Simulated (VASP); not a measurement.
An input for Quantum ESPRESSO's pw.x (written as the equivalent of a VASP run, and not itself run):

```
&CONTROL
  calculation = 'vc-relax'
  pseudo_dir = './pseudo'
  outdir = './out'
  tprnfor = .true.
  tstress = .true.
  nstep = 60
  forc_conv_thr = 0.00039
/
&SYSTEM
  ibrav = 0
  nat = 2
  ntyp = 1
  ecutwfc = 100
  occupations = 'smearing'
  smearing = 'methfessel-paxton'
  degauss = 0.00735
  input_dft = 'vdw-df2-b86r'
/
&ELECTRONS
  conv_thr = 7.3e-08
  electron_maxstep = 100
/
&IONS
/
&CELL
/
ATOMIC_SPECIES
  Lu 174.967 Lu.upf
CELL_PARAMETERS angstrom
     1.7360981   -3.0070102   -0.0000000
     1.7360981    3.0070102    0.0000000
     0.0000000   -0.0000000    5.4049687
ATOMIC_POSITIONS crystal
  Lu   0.3333330  0.6666670  0.2500000
  Lu   0.6666670  0.3333330  0.7500000
K_POINTS automatic
  11 11 6 0 0 0
```

Question: Translate this input to VASP (INCAR, KPOINTS, POSCAR, choice of POTCAR).

Answer: This is not unique; one that fits is 
File POSCAR:
```
Lu
1.0
  1.7360980974  -3.0070101963   0.0000000000
  1.7360980974   3.0070101963   0.0000000000
  0.0000000000   0.0000000000   5.4049687047
Lu
2
Cart
  1.7360980974   1.0023387368   1.3512421762
  1.7360980974  -1.0023387368   4.0537265285
```

INCAR:
```
PARAM2 = 0.7114
LCHARG = .False.
PARAM1 = 0.1234568
LMAXMIX = 6   # l cut-off of mixed one-centre charges
SIGMA = 0.1   # width (eV)
EDIFFG = -0.01
NSW = 60
ALGO = Normal
NELM = 100   # most electronic steps
ISIF = 3   # ions, shape and volume
LASPH = .True.
PREC = Accurate
AGGAC = 0.0
LREAL = .False.   # projection in real space or not
ZAB_VDW = -1.8867
IBRION = 2   # conjugate gradients
ISMEAR = 1   # Methfessel-Paxton
LWAVE = .False.
LUSE_VDW = .True.
GGA = MK
ENCUT = 520   # plane-wave cut-off (eV)
SYSTEM = Lu
EDIFF = 1E-6   # SCF stop (eV)
```

### KPOINTS
```
Automatic mesh
0
Gamma
11 11 6
0 0 0
```

POTCAR, in this order: Lu_3 (PBE.64 set). Program: vasp_std.

What does not carry over: the potentials are each code's own (VASP's PAW set, PseudoDojo norm-conserving files in pw.x), so ENCUT and ecutwfc are chosen apart and not converted; conv_thr bounds pw.x's estimated SCF error, while EDIFF bounds the energy change between steps; forc_conv_thr acts on force components and is met together with etot_conv_thr.

The compound is Lu in the hcp structure. It was relaxed first. The start is the result of an earlier pass.
